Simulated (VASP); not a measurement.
Write the native input for VASP 6.6.1 that does the following.

```yaml
Task: relaxation of cell and atoms
Functional: PBE
Potentials_or_basis: VASP PAW PBE potentials, release 64 (Al)
Cutoff: 520 eV
k_mesh: 18 × 18 × 18
Occupations: gaussian, width 0.3 eV
Spin: no spin polarisation
Further_INCAR_settings: ALGO = Normal; EDIFF = 1e-07; IBRION = 2; EDIFFG = -0.002; NSW = 80; ISIF = 3
```

The structure of Al lies in POSCAR:

```
Al                                      
1.0
   -0.0000000000      2.0202919453      2.0202919453
    2.0202919453     -0.0000000000      2.0202919453
    2.0202919453      2.0202919453      0.0000000000
  Al            
     1
Direct
     0.0000000000000000    0.0000000000000000    0.0000000000000000
```

The input as run:

INCAR

```
SYSTEM = Al
  PREC = Accurate
  ENCUT = 520
  EDIFF = 1E-7
  ISMEAR = 0
  SIGMA = 0.3
  LREAL = .FALSE.
  LASPH = .TRUE.
  NELM = 80
  ALGO = Normal
  ISIF = 3
  LWAVE = .FALSE.
  LCHARG = .FALSE.
  GGA = PE
  IBRION = 2
  NSW = 80
  EDIFFG = -0.002
```

KPOINTS

```
regular mesh
0
G
  18 18 18
  0 0 0
```

Potentials or basis: VASP PAW PBE potentials, release 64 (Al).

The run is started by

```sh
$ cat potpaw_PBE.64/Al/POTCAR > POTCAR
$ mpirun -np 1 vasp_std > vasp.out
```

It gave:

```yaml
Pressure_after_relaxing: 0.0 GPa
Band_gap_on_the_k_mesh: none (metal or under the smearing width)
```

Caveat: the relaxation stopped at its first step, so nothing moved.

Run time: 6.4 s on 1 thread of Intel(R) Xeon(R) 6975P-C (Granite Rapids), on a shared host, peak memory 0.13 GiB.
